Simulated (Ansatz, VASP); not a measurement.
# Cross-check of Cu (generalised stacking fault on (111) of Cu) between VASP and Ansatz

Wanted: the spread between two codes on one cell, functional and k mesh. The cell is taken from a series of runs on this material, whose earlier steps may have relaxed, scaled, displaced or heated it; both programs get it as it stands.

Calculated with Ansatz 0.2.0; plane waves, with VASP 6.6.1 beside it; single point at r2SCAN.

### 1. The starting structure

The cell holds 12 atoms: 12 Cu. Cell: a = 2.570 Å, b = 2.570 Å, c = 25.186 Å, α = 90.6°, β = 89.4°, γ = 120.0°. It derives from Cu. 48 atoms of Cu, stacked on (1 1 1); one fault a cell: the periodic image above is shifted rigidly by 0.297 A along the in-plane vector of length 4.452 A (<112> type); atoms relaxed along the normal alone with the MACE-MP-0b2 potential. Lattice constants are starting values near those of PBE. Folded to one surface cell (a quarter of the atoms). The structure's axis is c.

### 2. VASP: single point, r2SCAN

A single point gives forces, pressure and levels at one fixed geometry, so differences don't come from the geometry; what else differs is listed under the comparison.

Lines of VASP's logs that name or quote its potential files are left out, and so is its time.

The input, INCAR:

```
SYSTEM = Cu
PREC = Accurate
ENCUT = 580
EDIFF = 1E-06
NELM = 120
ISMEAR = -1
SIGMA = 0.1
LREAL = .FALSE.
ALGO = Normal
METAGGA = R2SCAN
LASPH = .TRUE.
NBANDS = 81
LORBIT = 11
LWAVE = .FALSE.
LCHARG = .FALSE.
ISIF = 2
GGA_COMPAT = .FALSE.
LMIXTAU = .TRUE.
KPAR = 2
```

The input, POSCAR:

```
Cu
1.0
    2.5703400000      0.0000000000      0.0000000000
   -1.2851600000      2.2259800000      0.0000000000
    0.2570300000     -0.1484000000     25.1840200000
Cu
12
Direct
    0.9867400000      0.0132600000      0.1988800000
    0.3145400000      0.6854600000      0.2818900000
    0.6423200000      0.3576800000      0.3652000000
    0.9701000000      0.0299000000      0.4485400000
    0.2978800000      0.7021200000      0.5318750000
    0.6256500000      0.3743500000      0.6152100000
    0.9534300000      0.0465700000      0.6985400000
    0.2812000000      0.7188000000      0.7818750000
    0.6089800000      0.3910200000      0.8652100000
    0.9367600000      0.0632400000      0.9485500000
    0.2645400000      0.7354600000      0.0318600000
    0.5923400000      0.4076600000      0.1148700000
```

The input, KPOINTS:

```
Automatic mesh
0
Gamma
12 12 1
0 0 0
```

The projector-augmented-wave data sets are Cu (PBE family, release 64).

Started as:

```console
> mpirun -np 2 vasp_std
```

Numbers of over 12 decimals in the logs are rounded to 6 here.

Output:

```text
[banner, memory and clock lines left out]
running    2 mpi-ranks, on    1 nodes
 distrk:  each k-point on    1 cores,    2 groups
 distr:  one band on    1 cores,    1 groups

 POSCAR found type information on POSCAR Cu
 POSCAR found :  1 types and      12 ions
|                                                                             |
|               ----> ADVICE to this user running VASP <----                  |
|                                                                             |
|     You enforced a specific xc type in the INCAR file but a different       |
|     [... a line on the potential file left out ...]
|     I HOPE YOU KNOW WHAT YOU ARE DOING!                                     |
|                                                                             |

 LDA part: xc-table for (None), standard interpolation
 POSCAR, INCAR and KPOINTS ok, starting setup
 FFT: planning ... GRIDC
 FFT: planning ... GRID_SOFT
 FFT: planning ... GRID
 WAVECAR not read
 entering main loop
       N       E                     dE             d eps       ncg     rms          rms(c)
DAV:   1     0.132466452773E+04    0.13247E+04   -0.60012E+04  6966   0.327E+03
DAV:   2     0.984615007508E+02   -0.12262E+04   -0.11849E+04  6966   0.614E+02
DAV:   3    -0.145103739250E+03   -0.24357E+03   -0.22638E+03  6966   0.296E+02
DAV:   4    -0.160337101834E+03   -0.15233E+02   -0.14836E+02  7632   0.101E+02
DAV:   5    -0.160618750516E+03   -0.28165E+00   -0.28122E+00  7892   0.159E+01    0.270E+01
DAV:   6    -0.147421503603E+03    0.13197E+02   -0.13004E+02  7772   0.145E+02    0.144E+01
DAV:   7    -0.142557347331E+03    0.48642E+01   -0.22071E+01  8035   0.610E+01    0.172E+00
DAV:   8    -0.141553993148E+03    0.10034E+01   -0.48015E+00  9244   0.564E+01    0.351E+00
DAV:   9    -0.138043690858E+03    0.35103E+01   -0.30223E+00 13748   0.381E+01    0.124E+00
DAV:  10    -0.137312120424E+03    0.73157E+00   -0.29051E-01 10712   0.665E+00    0.106E+00
DAV:  11    -0.136673546274E+03    0.63857E+00   -0.91547E-02  7740   0.443E+00    0.569E-01
DAV:  12    -0.135937957301E+03    0.73559E+00   -0.26115E-02  8107   0.306E+00    0.175E-01
DAV:  13    -0.135060735369E+03    0.87722E+00   -0.26829E-02  7774   0.202E+00    0.132E-01
DAV:  14    -0.134285537262E+03    0.77520E+00   -0.11838E-02  8565   0.143E+00    0.173E-01
[...]
DAV:  39    -0.129808232437E+03   -0.54994E-05   -0.47800E-05  9723   0.821E-02    0.428E-02
DAV:  40    -0.129808194594E+03    0.37844E-04   -0.63563E-05  7971   0.112E-01    0.221E-02
DAV:  41    -0.129808232205E+03   -0.37611E-04   -0.33022E-05  9808   0.719E-02    0.147E-02
DAV:  42    -0.129808256271E+03   -0.24066E-04   -0.21774E-05  8396   0.325E-02    0.119E-02
DAV:  43    -0.129808298069E+03   -0.41797E-04   -0.15714E-05 10385   0.547E-02    0.172E-02
DAV:  44    -0.129808302198E+03   -0.41292E-05   -0.80180E-06  8105   0.298E-02    0.823E-03
DAV:  45    -0.129808299221E+03    0.29766E-05   -0.20549E-06  3995   0.287E-02    0.295E-03
DAV:  46    -0.129808298878E+03    0.34316E-06   -0.13074E-06  4153   0.108E-02
   1 F= -.12980830E+03 E0= -.12973822E+03  d E =-.140152E+00
```

OUTCAR, selected parts (step 2):

```text
ion  position               nearest neighbor table
   1  0.987  0.013  0.199-  12 2.52  12 2.52   2 2.56   2 2.56   2 2.56  12 2.77
   2  0.315  0.685  0.282-   1 2.56   1 2.56   1 2.56   3 2.57   3 2.57   3 2.57
   3  0.642  0.358  0.365-   2 2.57   2 2.57   2 2.57   4 2.57   4 2.57   4 2.57
   4  0.970  0.030  0.449-   5 2.57   5 2.57   5 2.57   3 2.57   3 2.57   3 2.57
   5  0.298  0.702  0.532-   6 2.57   4 2.57   4 2.57   4 2.57   6 2.57   6 2.57
   6  0.626  0.374  0.615-   7 2.57   7 2.57   7 2.57   5 2.57   5 2.57   5 2.57
   7  0.953  0.047  0.699-   6 2.57   6 2.57   6 2.57   8 2.57   8 2.57   8 2.57
   8  0.281  0.719  0.782-   7 2.57   9 2.57   9 2.57   9 2.57   7 2.57   7 2.57
   9  0.609  0.391  0.865-   8 2.57   8 2.57   8 2.57  10 2.57  10 2.57  10 2.57
  10  0.937  0.063  0.949-  11 2.57  11 2.57  11 2.57   9 2.57   9 2.57   9 2.57
  11  0.265  0.735  0.032-  12 2.56  12 2.56  12 2.56  10 2.57  10 2.57  10 2.57
  12  0.592  0.408  0.115-   1 2.52   1 2.52  11 2.56  11 2.56  11 2.56   1 2.77

  LATTYP: Found a base centered monoclinic cell.
 ALAT       =     4.4519509443
 B/A-ratio  =     0.5773525496
 C/A-ratio  =     5.6572431100
 COS(beta)  =    -0.0117842148

 Subroutine GETGRP returns: Found  4 space group operations
 (whereof  2 operations were pure point group operations)

The static configuration has the point symmetry C_1h.
 The point group associated with its full space group is C_2h.

 Found     43 irreducible k-points:

   k-points           NKPTS =     43   k-points in BZ     NKDIM =     43   number of bands    NBANDS=     81

   dimension x,y,z NGX =    20 NGY =   20 NGZ =  200
   dimension x,y,z NGXF=    40 NGYF=   40 NGZF=  400

   ENCUT  =  580.0 eV  42.63 Ry    6.53 a.u.   5.05  5.05 49.46*2*pi/ulx,y,z

   NELECT =     132.0000    total number of electrons

 k-points in reciprocal lattice and weights: Automatic mesh
   0.00000000  0.00000000  0.00000000       0.007
   0.08333333 -0.00000000  0.00000000       0.028
   0.16666667  0.00000000  0.00000000       0.028
   0.25000000  0.00000000  0.00000000       0.028
   0.33333333  0.00000000  0.00000000       0.028
   0.41666667  0.00000000 -0.00000000       0.028
   0.50000000  0.00000000  0.00000000       0.014
   0.08333333  0.08333333  0.00000000       0.014
   0.16666667  0.08333333  0.00000000       0.028
[...]
-0.41666667  0.41666667 -0.00000000       0.014
   0.50000000  0.50000000 -0.00000000       0.007

 average (electrostatic) potential at core
       1 -69.4708       2 -69.4773       3 -69.4741       4 -69.4741       5 -69.4740
       6 -69.4740       7 -69.4740       8 -69.4741       9 -69.4743      10 -69.4738
      11 -69.4773      12 -69.4711

 E-fermi :   7.1248

 k-point     1 :       0.0000    0.0000    0.0000
  band No.  band energies     occupation
    ...
     68       5.4051      2.00000
     69       5.4198      2.00000
     70       5.4608      2.00000
     71       5.4930      2.00000
     72       6.2010      1.99981
     73      11.0805      0.00000
     74      12.7517      0.00000
     75      12.7622      0.00000
     76      16.0691      0.00000
     77      16.0956      0.00000
    ...

 k-point     2 :       0.0833   -0.0000    0.0000
  band No.  band energies     occupation
    ...
     68       5.4613      2.00000
     69       5.5663      2.00000
     70       6.1485      1.99988
     71       6.2371      1.99972
     72       7.0583      1.32104
     73      11.1453      0.00000
     74      12.8825      0.00000
     75      12.9133      0.00000
     76      16.2361      0.00000
     77      16.2813      0.00000
    ...

 k-point     3 :       0.1667    0.0000    0.0000
  band No.  band energies     occupation
    ...
     66       5.4858      2.00000
     67       5.5365      2.00000
     68       5.7925      2.00000
     69       6.1479      1.99989
     70       7.1011      1.11814
     71       7.2723      0.37255
     72       8.4183      0.00000
     73      11.3671      0.00000
     74      13.3219      0.00000
     75      13.3719      0.00000
    ...

  Total       -5.6281536     -5.4044511     -5.7188928      0.1937105      0.1288321     -0.2231402
  in kB      -62.5805878    -60.0931935    -63.5895356      2.1539067      1.4325106     -2.4811411
  external PRESSURE =     -62.0877723 kB  Pullay stress =       0.0000000 kB

  energy-cutoff  :      580.00
  volume of cell :      144.09
      direct lattice vectors                 reciprocal lattice vectors
     2.570340000  0.000000000  0.000000000     0.389053588  0.224618420 -0.002647118
    -1.285160000  2.225980000  0.000000000     0.000000000  0.449240335  0.002647205
     0.257030000 -0.148400000 25.184020000     0.000000000  0.000000000  0.039707719

 POSITION                                       TOTAL-FORCE (eV/Angst)
 -----------------------------------------------------------------------------------
      2.57033      0.00000      5.00860        -0.103413      0.059706      0.001444
      0.00000      1.48399      7.09912         0.002280     -0.001316      0.027412
      1.28517      0.74199      9.19720        -0.002194      0.001267      0.002894
      2.57035     -0.00001     11.29604        -0.003531      0.002038     -0.000137
      0.00002      1.48397     13.39475        -0.004976      0.002873     -0.001789
      1.28516      0.74200     15.49346        -0.002386      0.001377      0.000016
      2.57034      0.00000     17.59205         0.002386     -0.001377     -0.000016
     -0.00003      1.48400     19.69076         0.004976     -0.002873      0.001789
      1.28515      0.74201     21.78947         0.003531     -0.002038      0.000137
      2.57032      0.00001     23.88830         0.002194     -0.001267     -0.002894
     -0.25704      1.63239      0.80236        -0.002280      0.001316     -0.027412
      1.02813      0.89040      2.89289         0.103413     -0.059706     -0.001444
 -----------------------------------------------------------------------------------
    total drift:                                0.000028     -0.000015      0.001032

  FREE ENERGIE OF THE ION-ELECTRON SYSTEM (eV)
  ---------------------------------------------------
  free  energy   TOTEN  =      -129.8082988782 eV

  energy  without entropy=     -129.6681470802  energy(sigma->0) =     -129.73822298

 total charge
# of ion       s       p       d       tot
------------------------------------------
    1        0.452   0.387   9.192  10.030
    2        0.452   0.389   9.191  10.032
    3        0.451   0.388   9.191  10.030
    4        0.451   0.388   9.191  10.030
    5        0.451   0.388   9.191  10.030
    6        0.451   0.388   9.191  10.030
    7        0.451   0.388   9.191  10.030
    8        0.451   0.388   9.191  10.030
    9        0.451   0.388   9.191  10.030
   10        0.451   0.388   9.191  10.030
   11        0.452   0.389   9.191  10.032
   12        0.452   0.387   9.192  10.030
--------------------------------------------------
tot          5.418   4.654 110.292 120.364

[... 3 further parts left out ...]
```

The run ends at a pressure of -6.21 GPa, with forces up to 0.12 eV/Å.

(Part 1 of 2 ends here.)

[Lines on the potential files, build, host, timing and source positions are cut from VASP's logs without a mark.]

[Logs are printed without paths, hosts, clocks, repeated set-up lines and the standing remarks that a program may print on its own settings, such as how far it seeks lower states.]

[Hosts, paths, dates, database ids (printed as entryN), source tags and the programs' standing remarks are cut or masked in the printed files.]
